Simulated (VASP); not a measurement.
Crystal: InGaO2.

```
CELL_PARAMETERS angstrom
1.55000 0.89489 6.50000
-1.55000 0.89489 6.50000
0.00000 -1.78979 6.50000
ATOMIC_POSITIONS crystal
In 0.00000 0.00000 0.00000
Ga 0.50000 0.50000 0.50000
O 0.11800 0.11800 0.11800
O 0.88200 0.88200 0.88200
```

The cell was built by a generator and needn't be a form met in nature.

- Program: VASP 6.6.1
- Task: relaxation of cell and atoms
- Functional: PBE
- Potentials or basis: VASP PAW PBE potentials, release 64 (In_d, Ga_d, O)
- Cutoff: 520 eV
- k mesh: 6 × 6 × 6
- Occupations: gaussian, width 0.15 eV
- Spin: no spin polarisation

At the start: pressure 0.4 GPa; volume 13.52 Å³/atom.

Where does the relaxation end?

Over 4 steps the energy falls by 17.9 meV/atom and the volume is 13.25 Å³/atom (-2.0 %); space group R-3m (No. 166, to 0.05 Å).

The path:
```csv
step,energy change (eV),largest force (eV/Å),pressure (GPa),volume (Å³)
1,0.0000,0.7873,0.42,54.10
2,-0.0647,0.1270,-1.74,54.36
3,-0.0665,0.0005,-2.12,54.40
4,-0.0717,0.0695,0.31,52.99
```

Final structure:
```
In Ga O
1.0
     1.51798    0.87641    6.63895
    -1.51798    0.87641    6.63895
     0.00000   -1.75282    6.63895
In Ga O
1 1 2
Direct
  0.00000 0.00000 0.00000
  0.50000 0.50000 0.50000
  0.11539 0.11539 0.11539
  0.88461 0.88461 0.88461
```

Caveat: the k mesh is coarse (spacing up to 0.39 Å⁻¹), so the values aren't converged.
